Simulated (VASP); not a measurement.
Given:

```xyz
2
Lattice="0.0000 2.7900 2.7900 2.7900 0.0000 2.7900 2.7900 2.7900 0.0000" Properties=species:S:1:pos:R:3 pbc="T T T"
Ge     0.0000     0.0000     0.0000
Ge     1.3950     1.3950     1.3950
```

These are r2SCAN meta-GGA, VASP's PBE PAW potentials (set 64) (plane waves; VASP) values and carry that method's errors. Numerical set-up: 480 eV cut-off, 8×8×8 Γ-centred mesh, Gaussian smearing of 0.050 eV, potentials Ge_d.

What does the run give for the energy per atom (σ→0), pressure?

```json
{
 "energy per atom (σ→0)": "-13.853 eV/atom",
 "pressure": "4.05 GPa"
}
```

The compound is Ge in the diamond structure. This cell was strained or had an atom moved on purpose.
